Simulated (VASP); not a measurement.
Consider the following.

```yaml
crystal:
  lattice:
    - [0.00000, 2.26607, 2.26607]
    - [2.26607, 0.00000, 2.26607]
    - [2.26607, 2.26607, 0.00000]
  atoms:
    - { symbol: B, position: [0.00000, 0.00000, 0.00000] }
    - { symbol: P, position: [0.25000, 0.25000, 0.25000] }
```

All values below come from PBE GGA, VASP's PBE PAW potentials (set 64) (plane waves; VASP). Numerical set-up: 400 eV cut-off, 10×10×10 Γ-centred mesh, Gaussian smearing of 0.010 eV, potentials B P.

**Question.** Give the energies of bands 2 to 7 at the high-symmetry points, in eV from the valence-band maximum.

**Answer.** 
```csv
band,Γ,X,U,L,W
2,0.00,-8.60,-8.18,-9.06,-8.07
3,0.00,-4.13,-6.25,-1.76,-5.70
4,0.00,-4.13,-3.52,-1.76,-5.49
5,3.41,1.32,2.14,3.81,5.34
6,3.41,1.66,6.01,4.72,6.78
7,3.41,12.16,9.76,4.72,7.27
```

The gap is indirect, 1.23 eV, from the valence maximum at Γ to the conduction minimum at (0.40, 0.40, 0.00).

The structure comes from a computed database's BP entry; how it stands against other phases isn't given here. The cell was not relaxed at this level.
